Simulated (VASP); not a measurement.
## Cd: relaxation of cell and atoms with LDA

Crystal: Cd.

```
Cd
1.0
     2.99682    0.00000    0.00000
     0.00000    2.99682    0.00000
     0.00000    0.00000    2.99682
Cd
1
Direct
  0.00000 0.00000 0.00000
```

The cell was built by a generator and needn't be a form met in nature.

```json
{
 "Program": "VASP 6.6.1",
 "Task": "relaxation of cell and atoms",
 "Functional": "LDA",
 "Potentials or basis": "VASP PAW LDA potentials, release 64 (Cd)",
 "Cutoff": "600 eV",
 "k mesh": "9 × 9 × 9",
 "Occupations": "methfessel-paxton, width 0.2 eV",
 "Spin": "no spin polarisation",
 "Further INCAR settings": "ALGO = Normal; EDIFF = 1e-06; IBRION = 2; EDIFFG = -0.02; NSW = 60; ISIF = 3"
}
```

| Item | Value |
| --- | --- |
| Relaxed volume | 23.45 Å³/atom |
| Relaxed cell | a = 2.862 Å, b = 2.862 Å, c = 2.862 Å, α = 90.00°, β = 90.00°, γ = 90.00° |
| Space group after relaxing (to 0.05 Å) | Pm-3m (No. 221) |
| Energy gained by relaxing | 63.6 meV/atom |
| Ionic steps | 3 |
| Pressure after relaxing | 0.0 GPa |
| Band gap on the k mesh | none (metal or under the smearing width) |

Step by step:
| step | energy change (eV) | largest force (eV/Å) | pressure (GPa) | volume (Å³) |
| --- | --- | --- | --- | --- |
| 1 | 0.0000 | 0.0000 | -4.97 | 26.91 |
| 2 | -0.0627 | 0.0000 | -0.79 | 23.79 |
| 3 | -0.0636 | 0.0000 | -0.04 | 23.45 |

Final structure:
```yaml
crystal:
  lattice:
    - [2.86210, 0.00000, 0.00000]
    - [0.00000, 2.86210, 0.00000]
    - [0.00000, 0.00000, 2.86210]
  atoms:
    - { symbol: Cd, position: [0.00000, 0.00000, 0.00000] }
```

Levels at points of the mesh, in eV from the Fermi level:
```tsv
k point	band 3	band 4	band 5	band 6	band 7	band 8	band 9	band 10
(0.00, 0.00, 0.00)	-8.23	-8.07	-8.07	-8.07	10.58	10.58	10.58	14.52
```

Wall time 7.3 s on 1 thread of Intel(R) Xeon(R) Platinum 8488C (Sapphire Rapids), with other jobs on the host, peak memory 0.13 GiB.
